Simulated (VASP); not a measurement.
Level of theory: PBE GGA, VASP's PBE PAW potentials (set 64) (plane waves; VASP).

VASP input:

POSCAR:
```
Se
1
    2.1850000000    -3.7845310000     0.0000000000
    2.1850000000     3.7845310000     0.0000000000
    0.0000000000     0.0000000000     4.9500000000
Se
3
Direct
  0.0000000000   0.2250000000   0.6666670000
  0.7750000000   0.7750000000   0.0000000000
  0.2250000000   0.0000000000   0.3333330000
```

### INCAR
```
SYSTEM = Se
PREC = Accurate
ENCUT = 400
EDIFF = 1E-6
NELM = 100
ALGO = Normal
LREAL = .FALSE.
LASPH = .TRUE.
ISMEAR = 0
SIGMA = 0.05
GGA = PE
LMAXMIX = 4
LWAVE = .FALSE.
LCHARG = .FALSE.
ISIF = 2
```

KPOINTS:
```
Automatic mesh
0
Gamma
5 5 4
0 0 0
```

POTCAR, in this order: Se (PBE.64 set). Program: vasp_std.

The run wrote:

**OSZICAR**
```
       N       E                     dE             d eps       ncg     rms          rms(c)
DAV:   1     0.763291536281E+02    0.76329E+02   -0.62990E+03   442   0.928E+02
DAV:   2    -0.523878609175E+01   -0.81568E+02   -0.78138E+02   593   0.166E+02
DAV:   3    -0.104932372725E+02   -0.52545E+01   -0.52197E+01   517   0.484E+01
DAV:   4    -0.105444143501E+02   -0.51177E-01   -0.51122E-01   527   0.559E+00
DAV:   5    -0.105448567130E+02   -0.44236E-03   -0.44235E-03   547   0.509E-01    0.705E+00
DAV:   6    -0.104857534291E+02    0.59103E-01   -0.39292E-02   502   0.144E+00    0.437E+00
DAV:   7    -0.104663403960E+02    0.19413E-01   -0.77663E-02   487   0.201E+00    0.201E-01
DAV:   8    -0.104656644108E+02    0.67599E-03   -0.95446E-03   472   0.703E-01    0.105E-01
DAV:   9    -0.104657793930E+02   -0.11498E-03   -0.32940E-04   557   0.136E-01    0.323E-02
DAV:  10    -0.104658212379E+02   -0.41845E-04   -0.53809E-05   497   0.567E-02    0.735E-03
DAV:  11    -0.104658249322E+02   -0.36942E-05   -0.93490E-06   522   0.210E-02    0.384E-03
DAV:  12    -0.104658247061E+02    0.22607E-06   -0.18269E-06   326   0.101E-02
   1 F= -.10465825E+02 E0= -.10465825E+02  d E =-.115293E-15
```

OUTCAR:
```
------------------------ aborting loop because EDIFF is reached ----------------------------------------
  FORCE on cell =-STRESS in cart. coord.  units (eV):
  Direction    XX          YY          ZZ          XY          YZ          ZX
  --------------------------------------------------------------------------------------
  Total        1.1940882      1.1940882      2.1655193      0.0000000      0.0000000      0.0000000
  in kB       23.3694395     23.3694394     42.3812676      0.0000000      0.0000000      0.0000000
  external PRESSURE =      29.7067155 kB  Pullay stress =       0.0000000 kB
  volume of cell :       81.87
      direct lattice vectors                 reciprocal lattice vectors
     2.185000000 -3.784531000  0.000000000     0.228832952 -0.132116767  0.000000000
     2.185000000  3.784531000  0.000000000     0.228832952  0.132116767  0.000000000
     0.000000000  0.000000000  4.950000000     0.000000000  0.000000000  0.202020202
 POSITION                                       TOTAL-FORCE (eV/Angst)
 -----------------------------------------------------------------------------------
      0.49163      0.85152      3.30000         0.229778      0.397986      0.000000
      3.38675      0.00000      0.00000        -0.459555     -0.000000      0.000000
      0.49163     -0.85152      1.65000         0.229778     -0.397986     -0.000000
 -----------------------------------------------------------------------------------
    total drift:                               -0.000212     -0.000446      0.000008
  FREE ENERGIE OF THE ION-ELECTRON SYSTEM (eV)
  ---------------------------------------------------
  free  energy   TOTEN  =       -10.4658247061 eV

  energy  without entropy=      -10.4658247061  energy(sigma->0) =      -10.46582471
```
(Selected blocks of OUTCAR.)

The compound is Se in the trig structure. The cell was not relaxed at this level.
